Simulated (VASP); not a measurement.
These are revTPSS meta-GGA, VASP's PBE PAW potentials (set 64) (plane waves; VASP) values and carry that method's errors.

VASP ran on this input.

### KPOINTS
```
Automatic mesh
0
Gamma
10 10 10
0 0 0
```

### POSCAR
```
InSb
4.6285910
  0.0000000000   0.7071068321   0.7071068321
  0.7071068321   0.0000000000   0.7071068321
  0.7071068321   0.7071068321   0.0000000000
In Sb
1 1
Cart
  0.0000000000   0.0000000000   0.0000000000
  0.3535534161   0.3535534161   0.3535534161
```

**INCAR**
```
SYSTEM = InSb
PREC = Accurate
ENCUT = 520
EDIFF = 1E-7
NELM = 100
ALGO = Normal
LREAL = .FALSE.
LASPH = .TRUE.
ISMEAR = 1
SIGMA = 0.1
METAGGA = RTPSS
LMIXTAU = .TRUE.
LMAXMIX = 4
LWAVE = .FALSE.
LCHARG = .FALSE.
ISIF = 2
```

POTCAR, in this order: In_d Sb (PBE.64 set). Program: vasp_std.

Output

File OSZICAR:
```
       N       E                     dE             d eps       ncg     rms          rms(c)
DAV:   1     0.143724262216E+03    0.14372E+03   -0.80161E+03  1222   0.138E+03
DAV:   2     0.312512399484E+02   -0.11247E+03   -0.10968E+03  1252   0.316E+02
DAV:   3     0.233897340190E+02   -0.78615E+01   -0.77548E+01  1612   0.946E+01
DAV:   4     0.232015676191E+02   -0.18817E+00   -0.18810E+00  1363   0.168E+01
DAV:   5     0.231926229743E+02   -0.89446E-02   -0.89444E-02  1747   0.332E+00    0.640E+00
DAV:   6     0.297581420388E+02    0.65655E+01   -0.89707E+00  1237   0.596E+01    0.270E+00
DAV:   7     0.291440173246E+02   -0.61412E+00   -0.51382E-01  1232   0.887E+00    0.171E+00
DAV:   8     0.292246125585E+02    0.80595E-01   -0.14648E+00  1227   0.168E+01    0.974E-01
DAV:   9     0.291804338948E+02   -0.44179E-01   -0.82665E-01  1222   0.118E+01    0.651E-01
DAV:  10     0.292597112573E+02    0.79277E-01   -0.30705E-02  1527   0.220E+00    0.531E-01
DAV:  11     0.291693182099E+02   -0.90393E-01   -0.12693E-02  1232   0.127E+00    0.373E-01
DAV:  12     0.291297499182E+02   -0.39568E-01   -0.19272E-02  1222   0.169E+00    0.122E-01
DAV:  13     0.291300340043E+02    0.28409E-03   -0.16097E-03  1482   0.452E-01    0.100E-01
DAV:  14     0.291306931559E+02    0.65915E-03   -0.30429E-03  1242   0.553E-01    0.851E-02
DAV:  15     0.291293281761E+02   -0.13650E-02   -0.10177E-03  1242   0.484E-01    0.439E-02
DAV:  16     0.291293344819E+02    0.63058E-05   -0.11981E-04  1477   0.199E-01    0.376E-02
DAV:  17     0.291292712870E+02   -0.63195E-04   -0.52464E-05  1282   0.914E-02    0.196E-02
DAV:  18     0.291292234684E+02   -0.47819E-04   -0.45314E-05  1222   0.509E-02    0.121E-02
DAV:  19     0.291292206092E+02   -0.28592E-05   -0.24908E-06  1292   0.146E-02    0.799E-03
DAV:  20     0.291292181609E+02   -0.24483E-05   -0.49861E-06  1277   0.255E-02    0.238E-03
DAV:  21     0.291292180044E+02   -0.15645E-06   -0.10853E-06  1342   0.183E-02    0.203E-03
DAV:  22     0.291292174812E+02   -0.52324E-06   -0.43031E-07  1237   0.736E-03    0.779E-04
DAV:  23     0.291292173016E+02   -0.17960E-06   -0.50994E-08   871   0.294E-03    0.337E-04
DAV:  24     0.291292171755E+02   -0.12605E-06   -0.26839E-08   641   0.282E-03    0.899E-05
DAV:  25     0.291292171938E+02    0.18320E-07   -0.51867E-09   611   0.128E-03
   1 F= 0.29129217E+02 E0= 0.29129126E+02  d E =0.274465E-03
```

File OUTCAR:
```
------------------------ aborting loop because EDIFF is reached ----------------------------------------
  FORCE on cell =-STRESS in cart. coord.  units (eV):
  Direction    XX          YY          ZZ          XY          YZ          ZX
  --------------------------------------------------------------------------------------
  Total       -0.0013173     -0.0013173     -0.0013173      0.0000000      0.0000000      0.0000000
  in kB       -0.0300995     -0.0300995     -0.0300995      0.0000000      0.0000000      0.0000000
  external PRESSURE =      -0.0300995 kB  Pullay stress =       0.0000000 kB
  volume of cell :       70.12
      direct lattice vectors                 reciprocal lattice vectors
     0.000000000  3.272908319  3.272908319    -0.152769327  0.152769327  0.152769327
     3.272908319  0.000000000  3.272908319     0.152769327 -0.152769327  0.152769327
     3.272908319  3.272908319  0.000000000     0.152769327  0.152769327 -0.152769327
  FREE ENERGIE OF THE ION-ELECTRON SYSTEM (eV)
  ---------------------------------------------------
  free  energy   TOTEN  =        29.1292171938 eV

  energy  without entropy=       29.1289427289  energy(sigma->0) =       29.12912571
```
(Selected blocks of OUTCAR.)

The compound is InSb in the zinc blende structure. It was relaxed first.
